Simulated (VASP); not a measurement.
All values below come from PBE GGA, VASP's PBE PAW potentials (set 64) (plane waves; VASP 6.6.1).

A VASP calculation is set up with these files.

INCAR:
```
SYSTEM = As
PREC = Accurate
ENCUT = 480
EDIFF = 1E-6
NELM = 100
ALGO = Normal
LREAL = .FALSE.
LASPH = .TRUE.
ISMEAR = 1
SIGMA = 0.1
GGA = PE
LMAXMIX = 4
LWAVE = .FALSE.
LCHARG = .FALSE.
IBRION = 2
ISIF = 3
NSW = 60
EDIFFG = -0.01
```

File KPOINTS:
```
Automatic mesh
0
Gamma
11 11 11
0 0 0
```

File POSCAR:
```
As
1
    3.6803640000    -1.8800000000     0.0000000000
    3.6803640000     1.8800000000     0.0000000000
    2.7200240000     0.0000000000     3.1114220000
As
2
Direct
  0.2270000000   0.2270000000   0.2270000000
  0.7730000000   0.7730000000   0.7730000000
```

POTCAR, in this order: As (PBE.64 set). Program: vasp_std.

What VASP printed:

### OSZICAR
```
       N       E                     dE             d eps       ncg     rms          rms(c)
DAV:   1     0.297170650386E+02    0.29717E+02   -0.41555E+03  2628   0.866E+02
DAV:   2    -0.808126582814E+01   -0.37798E+02   -0.36677E+02  4016   0.120E+02
DAV:   3    -0.933405412798E+01   -0.12528E+01   -0.12491E+01  3117   0.263E+01
DAV:   4    -0.934029093085E+01   -0.62368E-02   -0.62357E-02  3249   0.195E+00
DAV:   5    -0.934030543531E+01   -0.14504E-04   -0.14504E-04  3027   0.877E-02    0.336E+00
DAV:   6    -0.932916720271E+01    0.11138E-01   -0.62982E-03  2913   0.613E-01    0.203E+00
DAV:   7    -0.932394001232E+01    0.52272E-02   -0.13329E-02  2786   0.927E-01    0.862E-02
DAV:   8    -0.932406456031E+01   -0.12455E-03   -0.45553E-04  2717   0.161E-01    0.346E-02
DAV:   9    -0.932411376520E+01   -0.49205E-04   -0.76436E-05  3000   0.691E-02    0.119E-02
DAV:  10    -0.932411358164E+01    0.18356E-06   -0.55563E-06  2982   0.160E-02
   1 F= -.93241136E+01 E0= -.93240798E+01  d E =-.932411E+01
       N       E                     dE             d eps       ncg     rms          rms(c)
DAV:   1    -0.939793779102E+01   -0.73824E-01   -0.21399E+00  2768   0.876E+00    0.119E+00
DAV:   2    -0.935338577686E+01    0.44552E-01   -0.52172E-02  2692   0.172E+00    0.692E-01
DAV:   3    -0.933317373615E+01    0.20212E-01   -0.52253E-02  2712   0.129E+00    0.134E-01
DAV:   4    -0.933314164148E+01    0.32095E-04   -0.43980E-04  2751   0.173E-01    0.899E-02
DAV:   5    -0.933311941945E+01    0.22222E-04   -0.76609E-05  3015   0.669E-02    0.226E-02
DAV:   6    -0.933312167244E+01   -0.22530E-05   -0.83134E-06  2718   0.222E-02    0.749E-03
DAV:   7    -0.933312245775E+01   -0.78530E-06   -0.53003E-07  1406   0.535E-03
   2 F= -.93331225E+01 E0= -.93331273E+01  d E =-.900888E-02
       N       E                     dE             d eps       ncg     rms          rms(c)
DAV:   1    -0.935738615067E+01   -0.24264E-01   -0.42544E-01  2773   0.402E+00    0.537E-01
DAV:   2    -0.934874984115E+01    0.86363E-02   -0.95841E-03  2708   0.733E-01    0.306E-01
DAV:   3    -0.934487377261E+01    0.38761E-02   -0.98963E-03  2716   0.562E-01    0.707E-02
DAV:   4    -0.934486833198E+01    0.54406E-05   -0.71317E-05  2763   0.722E-02    0.504E-02
DAV:   5    -0.934486206315E+01    0.62688E-05   -0.14948E-05  2957   0.302E-02    0.916E-03
DAV:   6    -0.934486182566E+01    0.23749E-06   -0.15240E-06  2201   0.976E-03
   3 F= -.93448618E+01 E0= -.93448632E+01  d E =-.207482E-01
       N       E                     dE             d eps       ncg     rms          rms(c)
DAV:   1    -0.934552223980E+01   -0.66018E-03   -0.15917E-02  2770   0.802E-01    0.527E-02
DAV:   2    -0.934545515106E+01    0.67089E-04   -0.51335E-04  2890   0.162E-01    0.346E-02
DAV:   3    -0.934540125635E+01    0.53895E-04   -0.12342E-04  3142   0.659E-02    0.761E-03
DAV:   4    -0.934540106548E+01    0.19088E-06   -0.25919E-06  2823   0.123E-02
   4 F= -.93454011E+01 E0= -.93454244E+01  d E =-.539240E-03
       N       E                     dE             d eps       ncg     rms          rms(c)
DAV:   1    -0.934554409659E+01   -0.14284E-03   -0.71223E-03  2771   0.536E-01    0.350E-02
DAV:   2    -0.934551406445E+01    0.30032E-04   -0.22677E-04  2905   0.108E-01    0.228E-02
DAV:   3    -0.934549005243E+01    0.24012E-04   -0.55164E-05  3160   0.440E-02    0.516E-03
DAV:   4    -0.934549000680E+01    0.45637E-07   -0.11264E-06  1792   0.828E-03
   5 F= -.93454900E+01 E0= -.93455294E+01  d E =-.628181E-03
       N       E                     dE             d eps       ncg     rms          rms(c)
DAV:   1    -0.934549170847E+01   -0.16560E-05   -0.57646E-05  2742   0.485E-02    0.324E-03
DAV:   2    -0.934549146109E+01    0.24739E-06   -0.19217E-06  2640   0.991E-03
   6 F= -.93454915E+01 E0= -.93455294E+01  d E =-.629635E-03
       N       E                     dE             d eps       ncg     rms          rms(c)
DAV:   1    -0.934549079540E+01    0.91307E-06   -0.10853E-04  2798   0.665E-02    0.455E-03
DAV:   2    -0.934549024302E+01    0.55238E-06   -0.36669E-06  2886   0.137E-02
   7 F= -.93454902E+01 E0= -.93455262E+01  d E =-.628417E-03
       N       E                     dE             d eps       ncg     rms          rms(c)
DAV:   1    -0.934549125331E+01   -0.45791E-06   -0.31690E-05  2701   0.354E-02    0.216E-03
DAV:   2    -0.934549114674E+01    0.10658E-06   -0.77544E-07  1390   0.655E-03
   8 F= -.93454911E+01 E0= -.93455280E+01  d E =-.629321E-03
       N       E                     dE             d eps       ncg     rms          rms(c)
DAV:   1    -0.934553752154E+01   -0.46268E-04   -0.14522E-03  2648   0.220E-01    0.173E-02
DAV:   2    -0.934553051483E+01    0.70067E-05   -0.47667E-05  2685   0.504E-02    0.983E-03
DAV:   3    -0.934552606471E+01    0.44501E-05   -0.14935E-05  2914   0.223E-02    0.211E-03
DAV:   4    -0.934552609175E+01   -0.27039E-07   -0.62118E-07  1342   0.611E-03
   9 F= -.93455261E+01 E0= -.93455586E+01  d E =-.349450E-04
       N       E                     dE             d eps       ncg     rms          rms(c)
DAV:   1    -0.934570236040E+01   -0.17630E-03   -0.13077E-02  2649   0.658E-01    0.520E-02
DAV:   2    -0.934563965001E+01    0.62710E-04   -0.42280E-04  2719   0.150E-01    0.294E-02
DAV:   3    -0.934560082019E+01    0.38830E-04   -0.13287E-04  2894   0.665E-02    0.632E-03
DAV:   4    -0.934560110051E+01   -0.28032E-06   -0.58001E-06  2745   0.182E-02
  10 F= -.93456011E+01 E0= -.93456208E+01  d E =-.109954E-03
```

**OUTCAR**
```
------------------------ aborting loop because EDIFF is reached ----------------------------------------
  FORCE on cell =-STRESS in cart. coord.  units (eV):
  Direction    XX          YY          ZZ          XY          YZ          ZX
  --------------------------------------------------------------------------------------
  Total        0.0111457     -0.0062812     -0.0046210      0.0000000      0.0000000      0.0053788
  in kB        0.3965347     -0.2234681     -0.1644037      0.0000000      0.0000000      0.1913637
  external PRESSURE =       0.0028876 kB  Pullay stress =       0.0000000 kB
  volume of cell :       45.03
      direct lattice vectors                 reciprocal lattice vectors
     3.728501021 -1.910510208 -0.003577562     0.133990101 -0.261710195 -0.116775903
     3.728501021  1.910510208 -0.003577562     0.133990101  0.261710195 -0.116775903
     2.752575820 -0.000000000  3.158339187     0.000303551  0.000000000  0.316357552
 POSITION                                       TOTAL-FORCE (eV/Angst)
 -----------------------------------------------------------------------------------
      2.31825     -0.00000      0.71553        -0.005285      0.000000     -0.001631
      7.89133     -0.00000      2.43566         0.005285     -0.000000      0.001631
 -----------------------------------------------------------------------------------
    total drift:                               -0.000000      0.000000     -0.000000
  FREE ENERGIE OF THE ION-ELECTRON SYSTEM (eV)
  ---------------------------------------------------
  free  energy   TOTEN  =        -9.3456011005 eV

  energy  without entropy=       -9.3456601176  energy(sigma->0) =       -9.34562077

 reached required accuracy - stopping structural energy minimisation
```
(Selected blocks of OUTCAR.)

**CONTCAR**
```
As
   1.00000000000000
     3.7285010211758838   -1.9105102079683247   -0.0035775622927839
     3.7285010211758838    1.9105102079683247   -0.0035775622927839
     2.7525758201014354   -0.0000000000000000    3.1583391869608719
  As
     2
Direct
     0.2270657846604668    0.2270657846604668    0.2270657846553020
     0.7729342153395331    0.7729342153395331    0.7729342153446978
```

Energy and stress use the plane-wave basis of the starting cell.

The compound is As in the a7 structure. This run relaxes it. Symmetry was kept, so distortions that lower it aren't found.
